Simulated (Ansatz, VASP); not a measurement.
# AlN in two plane-wave programs, part 3 of 4

Wanted: the spread between two codes on one cell, functional and k mesh. The cell is taken from a series of runs on this material, whose earlier steps may have relaxed, scaled, displaced or heated it; both programs get it as it stands.

VASP 6.6.1 and Ansatz 0.2.0.

So far: Set-up; Ansatz: zone-centre phonons, PBE, pair 1; VASP: zone-centre phonons, PBE, pair 1.

**3. VASP: zone-centre phonons, PBE, pair 1 (continued)**

Level of this step: PBE; plane waves and PAW (N, Al) (VASP).

Numbers of over 12 decimals in the logs are rounded to 6 here.

Parts of OUTCAR (step 3):

```text
ion  position               nearest neighbor table
   1  0.333  0.667  0.382-   4 1.84   4 1.84   4 1.84   3 1.85
   2  0.667  0.333  0.882-   3 1.84   3 1.84   3 1.84   4 1.85
   3  0.333  0.667  0.998-   2 1.84   2 1.84   2 1.84   1 1.85   4 2.98   4 2.98   4 2.98   4 2.98
                             4 2.98   4 2.98
   4  0.667  0.333  0.498-   1 1.84   1 1.84   1 1.84   2 1.85   3 2.98   3 2.98   3 2.98   3 2.98
                             3 2.98   3 2.98

  LATTYP: Found a hexagonal cell.
 ALAT       =     3.0308377237
 C/A-ratio  =     1.5887347497

 Subroutine GETGRP returns: Found 12 space group operations
 (whereof  6 operations were pure point group operations)

The static configuration has the point symmetry C_3v.
 The point group associated with its full space group is C_6v.

 Found     48 irreducible k-points:

   k-points           NKPTS =     48   k-points in BZ     NKDIM =     48   number of bands    NBANDS=     14

   dimension x,y,z NGX =    24 NGY =   24 NGZ =   40
   dimension x,y,z NGXF=    48 NGYF=   48 NGZF=   80

   ENCUT  =  600.0 eV  44.10 Ry    6.64 a.u.   6.05  6.05  9.62*2*pi/ulx,y,z

   NELECT =      16.0000    total number of electrons

 k-points in reciprocal lattice and weights: Automatic mesh
   0.00000000  0.00000000  0.00000000       0.002
   0.11111111  0.00000000  0.00000000       0.012
   0.22222222  0.00000000  0.00000000       0.012
   0.33333333  0.00000000  0.00000000       0.012
   0.44444444  0.00000000  0.00000000       0.012
   0.11111111  0.11111111  0.00000000       0.012
   0.22222222  0.11111111  0.00000000       0.025
   0.33333333  0.11111111  0.00000000       0.025
   0.44444444  0.11111111  0.00000000       0.012
[...]
0.33333333  0.22222222  0.50000000       0.025
   0.33333333  0.33333333  0.50000000       0.004

 average (electrostatic) potential at core
       1 -58.9211       2 -58.9211       3 -70.4599       4 -70.4599

 POSITION                                       TOTAL-FORCE (eV/Angst)
 -----------------------------------------------------------------------------------
     -0.00000      1.74985      1.83988         0.000000     -0.000000     -0.000695
      1.51542      0.87493      4.24748        -0.000000      0.000000     -0.000695
     -0.00000      1.74985      4.80509        -0.000000     -0.000000      0.000695
      1.51542      0.87493      2.39749         0.000000      0.000000      0.000695
 -----------------------------------------------------------------------------------
    total drift:                                0.000000      0.000000      0.000343

 MACROSCOPIC STATIC DIELECTRIC TENSOR (including local field effects in DFT)
 ------------------------------------------------------
           4.286187     0.000000     0.000000
           0.000000     4.286187     0.000000
           0.000000     0.000000     4.520344
 ------------------------------------------------------

 PIEZOELECTRIC TENSOR (including local field effects)  for field in x, y, z        (C/m^2)
          XX          YY          ZZ          XY          YZ          ZX
  --------------------------------------------------------------------------------
  x    -0.00000     0.00000     0.00000    -0.00000     0.00000     0.31931
  y     0.00000     0.00000    -0.00000     0.00000     0.31931     0.00000
  z     0.22642     0.22642    -0.29323     0.00000     0.00000     0.00000

 BORN EFFECTIVE CHARGES (including local field effects) (in |e|, cummulative output)
 ---------------------------------------------------------------------------------
 ion    1
    1    -2.49893    -0.00000    -0.00000
    2    -0.00000    -2.49893     0.00000
    3    -0.00000    -0.00000    -2.67686
 ion    2
    1    -2.49893    -0.00000     0.00000
    2    -0.00000    -2.49893     0.00000
    3     0.00000    -0.00000    -2.67686
 ion    3
    1     2.49893     0.00000    -0.00000
    2     0.00000     2.49893     0.00000
    3     0.00000    -0.00000     2.67686
 ion    4
    1     2.49893     0.00000     0.00000
    2     0.00000     2.49893     0.00000
    3     0.00000     0.00000     2.67686

 Eigenvectors and eigenvalues of the dynamical matrix
 ----------------------------------------------------

   1 f  =   23.880410 THz   150.045041 2PiTHz  796.564732 cm-1    98.761395 meV
             X         Y         Z           dx          dy          dz
     -0.000000  1.749855  1.839879    -0.000000   -0.000000   -0.698988
      1.515419  0.874927  4.247478     0.000000   -0.000000    0.698988
     -0.000000  1.749855  4.805093     0.000000    0.000000    0.106846
      1.515419  0.874927  2.397494    -0.000000    0.000000   -0.106846

   2 f  =   22.694434 THz   142.593337 2PiTHz  757.004848 cm-1    93.856597 meV
             X         Y         Z           dx          dy          dz
     -0.000000  1.749855  1.839879     0.291627    0.494068    0.000000
      1.515419  0.874927  4.247478     0.291627    0.494068    0.000000
     -0.000000  1.749855  4.805093    -0.210106   -0.355958    0.000000
      1.515419  0.874927  2.397494    -0.210106   -0.355958   -0.000000

   3 f  =   22.694434 THz   142.593337 2PiTHz  757.004848 cm-1    93.856597 meV
             X         Y         Z           dx          dy          dz
     -0.000000  1.749855  1.839879    -0.494068    0.291627   -0.000000
      1.515419  0.874927  4.247478    -0.494068    0.291627    0.000000
     -0.000000  1.749855  4.805093     0.355958   -0.210106    0.000000
      1.515419  0.874927  2.397494     0.355958   -0.210106    0.000000

   4 f  =   22.639789 THz   142.249991 2PiTHz  755.182081 cm-1    93.630603 meV
             X         Y         Z           dx          dy          dz
     -0.000000  1.749855  1.839879     0.299921    0.508120    0.000000
      1.515419  0.874927  4.247478    -0.299921   -0.508120    0.000000
     -0.000000  1.749855  4.805093     0.198087    0.335594    0.000000
      1.515419  0.874927  2.397494    -0.198087   -0.335594   -0.000000

   5 f  =   22.639789 THz   142.249991 2PiTHz  755.182081 cm-1    93.630603 meV
             X         Y         Z           dx          dy          dz
     -0.000000  1.749855  1.839879    -0.508120    0.299921   -0.000000
      1.515419  0.874927  4.247478     0.508120   -0.299921    0.000000
     -0.000000  1.749855  4.805093    -0.335594    0.198087    0.000000
      1.515419  0.874927  2.397494     0.335594   -0.198087    0.000000

   6 f  =   20.481521 THz   128.689193 2PiTHz  683.190007 cm-1    84.704727 meV
             X         Y         Z           dx          dy          dz
     -0.000000  1.749855  1.839879    -0.000000   -0.000000   -0.573767
      1.515419  0.874927  4.247478     0.000000   -0.000000   -0.573767
     -0.000000  1.749855  4.805093     0.000000    0.000000    0.413270
      1.515419  0.874927  2.397494    -0.000000    0.000000    0.413270

   7 f  =   17.519118 THz   110.075864 2PiTHz  584.374871 cm-1    72.453217 meV
             X         Y         Z           dx          dy          dz
     -0.000000  1.749855  1.839879    -0.000000    0.000000   -0.106846
      1.515419  0.874927  4.247478    -0.000000    0.000000    0.106846
     -0.000000  1.749855  4.805093    -0.000000   -0.000000   -0.698988
      1.515419  0.874927  2.397494     0.000000   -0.000000    0.698988

   8 f  =    7.082495 THz    44.500627 2PiTHz  236.246595 cm-1    29.290832 meV
             X         Y         Z           dx          dy          dz
     -0.000000  1.749855  1.839879    -0.198078   -0.335600    0.000000
      1.515419  0.874927  4.247478     0.198078    0.335600    0.000000
     -0.000000  1.749855  4.805093     0.299908    0.508127    0.000000
      1.515419  0.874927  2.397494    -0.299908   -0.508127    0.000000

   9 f  =    7.082495 THz    44.500627 2PiTHz  236.246595 cm-1    29.290832 meV
             X         Y         Z           dx          dy          dz
     -0.000000  1.749855  1.839879     0.335600   -0.198078   -0.000000
      1.515419  0.874927  4.247478    -0.335600    0.198078   -0.000000
     -0.000000  1.749855  4.805093    -0.508127    0.299908   -0.000000
      1.515419  0.874927  2.397494     0.508127   -0.299908   -0.000000

  10 f/i=    0.001169 THz     0.007346 2PiTHz    0.038997 cm-1     0.004835 meV
             X         Y         Z           dx          dy          dz
     -0.000000  1.749855  1.839879    -0.000000   -0.000000    0.413270
      1.515419  0.874927  4.247478    -0.000000   -0.000000    0.413270
     -0.000000  1.749855  4.805093    -0.000000   -0.000000    0.573767
      1.515419  0.874927  2.397494    -0.000000   -0.000000    0.573767

  11 f/i=    0.001509 THz     0.009481 2PiTHz    0.050331 cm-1     0.006240 meV
             X         Y         Z           dx          dy          dz
     -0.000000  1.749855  1.839879     0.115122    0.396985    0.000000
      1.515419  0.874927  4.247478     0.115122    0.396985    0.000000
     -0.000000  1.749855  4.805093     0.159789    0.551015    0.000000
      1.515419  0.874927  2.397494     0.159789    0.551015    0.000000

  12 f/i=    0.001509 THz     0.009481 2PiTHz    0.050331 cm-1     0.006240 meV
             X         Y         Z           dx          dy          dz
     -0.000000  1.749855  1.839879     0.396985   -0.115122    0.000000
      1.515419  0.874927  4.247478     0.396985   -0.115122    0.000000
     -0.000000  1.749855  4.805093     0.551015   -0.159789    0.000000
      1.515419  0.874927  2.397494     0.551015   -0.159789    0.000000

 MACROSCOPIC STATIC DIELECTRIC TENSOR IONIC CONTRIBUTION
 ------------------------------------------------------
           3.037062     0.000000    -0.000000
           0.000000     3.037062     0.000000
          -0.000000     0.000000     4.279053
 ------------------------------------------------------

 ELASTIC MODULI CONTR FROM IONIC RELAXATION (kBar)
 Direction    XX          YY          ZZ          XY          YZ          ZX
 --------------------------------------------------------------------------------
 XX       -1334.8476    582.7397    837.5590     -0.0000     -0.0000     -0.0000
 YY         582.7397  -1334.8476    837.5590     -0.0000      0.0000      0.0000
 ZZ         837.5590    837.5590  -1865.4376      0.0000      0.0000     -0.0000
 XY          -0.0000     -0.0000      0.0000   -958.7936     -0.0000      0.0000
 YZ          -0.0000      0.0000      0.0000     -0.0000   -254.7899     -0.0000
 ZX          -0.0000      0.0000     -0.0000      0.0000     -0.0000   -267.3248
 --------------------------------------------------------------------------------

 PIEZOELECTRIC TENSOR IONIC CONTR  for field in x, y, z        (C/m^2)
          XX          YY          ZZ          XY          YZ          ZX
  --------------------------------------------------------------------------------
  x    -0.00000     0.00000    -0.00000     0.00000    -0.00000    -0.84785
  y    -0.00000     0.00000     0.00000    -0.00000    -0.82773    -0.00000
  z    -1.19363    -1.19363     2.65850    -0.00000    -0.00000     0.00000
```

**4. Differences**

Known differences besides the potentials themselves: fixed occupations in Ansatz, narrow Gaussian smearing in VASP; VASP's response is taken on the typed mesh, Ansatz refines its own for the field response alone; the cutoff is 420 eV in Ansatz and 600 eV in VASP. Total energies have different zeros and are not compared.

The two programs side by side:

```csv
quantity,Ansatz,VASP,difference
ε∞ xx,4.29,4.29,+0.10 %
ε∞ yy,4.29,4.29,+0.10 %
ε∞ zz,4.53,4.52,+0.14 %
Born charge of N1 (mean of the diagonal) (e),-2.57,-2.56,-0.01
Born charge of Al3 (mean of the diagonal) (e),2.57,2.56,+0.01
optical mode 1 to 2 (cm⁻¹),235.8,236.2,-0.19 %
optical mode 3 (cm⁻¹),584.0,584.4,-0.07 %
optical mode 4 (cm⁻¹),681.6,683.2,-0.23 %
optical mode 5 to 6 (cm⁻¹),753.5,755.2,-0.22 %
optical mode 7 to 8 (cm⁻¹),755.5,757.0,-0.19 %
optical mode 9 (cm⁻¹),793.7,796.6,-0.35 %
```

Modes are paired by rising frequency, not by their patterns, so a pair may set unlike modes beside each other; they are those without the splitting of longitudinal modes.

**5. VASP: zone-centre phonons, PBE, pair 2**

Second derivatives magnify differences that forces hide, and they need a tight electronic threshold. The cell compared in this pair holds 39.16 Å³, against 38.31 Å³ for the pair before.

Contents of INCAR:

```
SYSTEM = AlN
PREC = Accurate
ENCUT = 600
EDIFF = 1E-08
NELM = 120
ISMEAR = 0
SIGMA = 0.01
LREAL = .FALSE.
ALGO = Normal
GGA = PE
NBANDS = 14
LORBIT = 11
LWAVE = .FALSE.
LCHARG = .FALSE.
ISIF = 2
IBRION = 8
LEPSILON = .TRUE.
LASPH = .TRUE.
GGA_COMPAT = .FALSE.
EFERMI = MIDGAP
KPAR = 2
```

Contents of POSCAR:

```
AlN
1.0
    3.0505844212      0.0000000000      0.0000000000
   -1.5252922106      2.6418836051      0.0000000000
    0.0000000000      0.0000000000      4.8586841638
N Al
2 2
Direct
    0.3333333333      0.6666666667      0.3817202138
    0.6666666667      0.3333333333      0.8817202138
    0.3333333333      0.6666666667      0.9982797862
    0.6666666667      0.3333333333      0.4982797862
```

Contents of KPOINTS:

```
Automatic mesh
0
Gamma
9 9 6
0 0 0
```

PAW data sets: N and Al (PBE family, release 64).

Run with:

```bash
$ mpirun -np 2 vasp_std
```

Output:

```text
[... set-up lines as in an earlier step ...]
 entering main loop
       N       E                     dE             d eps       ncg     rms          rms(c)
DAV:   1     0.549344679379E+02    0.54934E+02   -0.82622E+03  1344   0.116E+03
DAV:   2    -0.303261949755E+02   -0.85261E+02   -0.78494E+02  1902   0.232E+02
DAV:   3    -0.345805596311E+02   -0.42544E+01   -0.42371E+01  1818   0.539E+01
DAV:   4    -0.346100139868E+02   -0.29454E-01   -0.29450E-01  1494   0.505E+00
[...]
DAV:  14    -0.295974297342E+02    0.36680E-07   -0.47300E-07  1704   0.601E-03    0.210E-03
DAV:  15    -0.295974297588E+02   -0.24644E-07   -0.71474E-08  1812   0.221E-03    0.202E-04
DAV:  16    -0.295974297521E+02    0.67485E-08   -0.24849E-09  1098   0.432E-04
   1 F= -.29597430E+02 E0= -.29597430E+02  d E =0.000000E+00
 Linear response reoptimize wavefunctions to high precision
DAV:   1    -0.295974297514E+02    0.65700E-09   -0.26810E-10  1284   0.247E-04
DAV:   2    -0.295974297514E+02    0.10459E-10   -0.20556E-11   972   0.453E-05
 Linear response G [H, r] |phi>, progress :
  Direction:   1
[...]
RMM:  10    -0.603247489236E-02    0.24916E-08    0.90311E-09 13336   0.272E-05    0.251E-06
 first order change of Fermi-energy  -0.49949E-05
 force on displaced ion       3 direction 1 : -19.008  -0.000   0.000
 Born effective charge ion    3 direction 1 :   2.503   0.000   0.000
 Linear response progress:
  Degree of freedom:   4/  4
       N       E                     dE             d eps       ncg     rms          rms(c)
RMM:   1    -0.212446060632E-01   -0.21245E-01   -0.60177E-03  4946   0.135E+00
RMM:   2    -0.120214273455E-01    0.92232E-02   -0.10992E-03  2797   0.416E-01    0.121E-01
RMM:   3    -0.117563199463E-01    0.26511E-03   -0.35455E-04  2941   0.156E-01    0.539E-02
RMM:   4    -0.117095619725E-01    0.46758E-04   -0.23670E-04  3073   0.506E-02    0.268E-02
[...]
RMM:  12    -0.116664496448E-01    0.11465E-07    0.12980E-07  3352   0.323E-05    0.170E-06
RMM:  13    -0.116664817815E-01   -0.32137E-07   -0.26576E-07  2977   0.304E-05    0.143E-07
RMM:  14    -0.116664875496E-01   -0.57680E-08   -0.31422E-07  2185   0.282E-05    0.717E-08
 first order change of Fermi-energy  -0.88893E+00
 force on displaced ion       3 direction 3 :   0.000   0.000 -24.126
 Born effective charge ion    3 direction 3 :   0.000   0.000   2.676
 Born effective charges drift removed
 Linear response finished
```

OUTCAR, selected parts (step 5):

```text
 POSITION                                       TOTAL-FORCE (eV/Angst)
 -----------------------------------------------------------------------------------
     -0.00000      1.76126      1.85466         0.000000      0.000000     -0.000579
      1.52529      0.88063      4.28400        -0.000000     -0.000000     -0.000579
     -0.00000      1.76126      4.85033        -0.000000      0.000000      0.000579
      1.52529      0.88063      2.42098         0.000000     -0.000000      0.000579
 -----------------------------------------------------------------------------------
    total drift:                                0.000000      0.000000     -0.000003

 MACROSCOPIC STATIC DIELECTRIC TENSOR (including local field effects in DFT)
 ------------------------------------------------------
           4.320475     0.000000     0.000000
           0.000000     4.320475    -0.000000
           0.000000     0.000000     4.550211
 ------------------------------------------------------

 MACROSCOPIC STATIC DIELECTRIC TENSOR IONIC CONTRIBUTION
 ------------------------------------------------------
           3.175152     0.000000    -0.000000
           0.000000     3.175152    -0.000000
          -0.000000    -0.000000     4.412291
 ------------------------------------------------------

[... 1 part as in an earlier step ...]
```

**6. Ansatz: zone-centre phonons, PBE, pair 2**

The same cell, functional and mesh now go to Ansatz, which takes its cutoff from its data sets.

The cell is taken from a series of runs on this material, whose earlier steps may have relaxed, scaled, displaced or heated it; both programs get it as it stands.

Contents of input.yaml:

```yaml
crystal:
  lattice:
    - [3.0505844212, 0.0, 0.0]
    - [-1.5252922106, 2.6418836051, 0.0]
    - [0.0, 0.0, 4.8586841638]
  atoms:
    - { symbol: "N", position: [0.3333333333, 0.6666666667, 0.3817202138] }
    - { symbol: "N", position: [0.6666666667, 0.3333333333, 0.8817202138] }
    - { symbol: Al, position: [0.3333333333, 0.6666666667, -0.0017202138] }
    - { symbol: Al, position: [0.6666666667, 0.3333333333, 0.4982797862] }
kpoints:
  mp_grid: { grid: [9, 9, 6] }
hamiltonian:
  xc: pbe
  pseudopotentials: { kind: paw, azcp: { folder: soft_1 } }
scf:
  occupations: { method: fixed }
output:
  eigenvalues: true
phonons:
  method: dfpt
  dielectric: true
  rigid_motions: translations
```

Run with:

```bash
$ ansatz run input.yaml --threads 4 --pin off --max-ram 16384MiB --backend cpu --events-out ev --progress --plain --runs-dir out
```

Output:

```text
[...]
Crystal: 4 atoms, lattice volume = 39.158 Å³
Basis set: ecut = 420 eV, 761 PW (Γ), exchange–correlation on 48×48×72 points (8 copies of the dense FFT grid, shifted against one another)
Bands: 12, of which v1, the nominal top of the filled ones, is band 8 counted from 1 (7 counted from 0)
Symmetry: 12 space group operations
k-points: 140 of 486 (irreducible under 2 space group operations, time reversal used)
[...]
optical modes at Γ + LO–TO along q̂ = [1.0000, 0.0000, 0.0000]:
      ω (cm⁻¹)  modes    IR ((D/Å)²/amu)
[...]
optical modes at Γ + LO–TO along q̂ = [0.0000, 1.0000, 0.0000]:
      ω (cm⁻¹)  modes    IR ((D/Å)²/amu)
[...]
optical modes at Γ + LO–TO along q̂ = [0.0000, 0.0000, 1.0000]:
      ω (cm⁻¹)  modes    IR ((D/Å)²/amu)
[...]
727.91      2             0.0000
        732.17      2            63.3060
        774.35      1             0.0000
        934.03      1            36.1203
[key lines of the parts left out:]
SCF converged after 9 iterations
Free energy (F): -1848.331430 eV
Fermi energy:    7.898508 eV
```

**7. Side by side**

Both answers:

```csv
quantity,Ansatz,VASP,difference
ε∞ xx,4.32,4.32,+0.09 %
ε∞ yy,4.32,4.32,+0.09 %
ε∞ zz,4.56,4.55,+0.13 %
Born charge of N1 (mean of the diagonal) (e),-2.57,-2.56,-0.01
Born charge of Al3 (mean of the diagonal) (e),2.57,2.56,+0.01
optical mode 1 to 2 (cm⁻¹),236.0,236.3,-0.14 %
optical mode 3 (cm⁻¹),575.1,575.5,-0.05 %
optical mode 4 (cm⁻¹),663.8,665.1,-0.20 %
optical mode 5 to 6 (cm⁻¹),727.9,729.3,-0.19 %
optical mode 7 to 8 (cm⁻¹),732.2,733.4,-0.17 %
optical mode 9 (cm⁻¹),774.4,776.7,-0.31 %
```

Modes are paired by rising frequency, not by their patterns, so a pair may set unlike modes beside each other; they are those without the splitting of longitudinal modes.

[end of part 3 of 4]

[Lines on the potential files, build, host, timing and source positions are cut from VASP's logs without a mark.]

[Logs are printed without paths, hosts, clocks, repeated set-up lines and the standing remarks that a program may print on its own settings, such as how far it seeks lower states.]

[Hosts, paths, dates, database ids (printed as entryN), source tags and the programs' standing remarks are cut or masked in the printed files.]
